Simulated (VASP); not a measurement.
Given:

```yaml
crystal:
  lattice:
    - [-1.92807, 1.92807, 3.93178]
    - [1.92807, -1.92807, 3.93178]
    - [1.92807, 1.92807, -3.93178]
  atoms:
    - { symbol: Tc, position: [0.98728, 0.98728, 0.00000] }
    - { symbol: Pt, position: [0.75000, 0.25000, 0.50000] }
    - { symbol: Pt, position: [0.25000, 0.75000, 0.50000] }
    - { symbol: Pt, position: [0.50000, 0.50000, 0.00000] }
```

All values below come from PBEsol GGA, VASP's PBE PAW potentials (set 64) (plane waves; VASP 6.6.1). Numerical set-up: 480 eV cut-off, 10×10×10 Γ-centred mesh, first-order Methfessel-Paxton smearing of 0.10 eV, potentials Tc_pv Pt.

Task: Give the force on each atom (eV/Å).

Result: 
```
atom     Fx     Fy      Fz
----  -----  -----  ------
Tc1   0.000  0.000   1.193
Pt2   0.000  0.000  -0.510
Pt3   0.000  0.000  -0.510
Pt4   0.000  0.000  -0.174
```

Task: Give the stress tensor in GPa (positive for a compressed cell).

Result: 
```
0.75  0.00  0.00
0.00  0.75  0.00
0.00  0.00  1.21
```
The pressure is its mean diagonal, 0.90 GPa.

The structure comes from a computed database's TcPt3 entry (I4/mmm); how it stands against other phases isn't given here. This cell was strained or had an atom moved on purpose. The electron count is odd and the run is not spin-polarised, which forces a metal.
